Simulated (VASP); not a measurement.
```
CELL_PARAMETERS angstrom
      0.00000     3.23850     3.23850
      3.23850     0.00000     3.23850
      3.23850     3.23850     0.00000
ATOMIC_POSITIONS crystal
  Mg 0.25000 0.25000 0.25000
  Mg 0.75000 0.75000 0.75000
  Si 0.00000 0.00000 0.00000
```

The numbers are results of PBE GGA, VASP's PBE PAW potentials (set 64) (plane waves; VASP), not measurements. Settings: 400 eV cut-off, 6×6×6 Γ-centred mesh, second-order Methfessel-Paxton smearing of 0.10 eV, potentials Mg Si.

Task: Predict the energy per atom (σ→0), pressure, band gap (on the k-mesh) with the smallest direct gap where there is one.

Result: 
The band gap (on the k-mesh) is 0.27 eV. The smallest direct gap (on the k-mesh) comes out as 1.53 eV, the energy per atom (σ→0) is -2.954 eV/atom and the pressure is -2.70 GPa.

The absolute energy has meaning only against runs of the same code, potentials and settings.

The compound is Mg2Si in the antifluorite structure. The cell was not relaxed at this level. The run is one of a series of settings (ISMEAR = 2, SIGMA = 0.1 against the base run), some of them coarse on purpose.
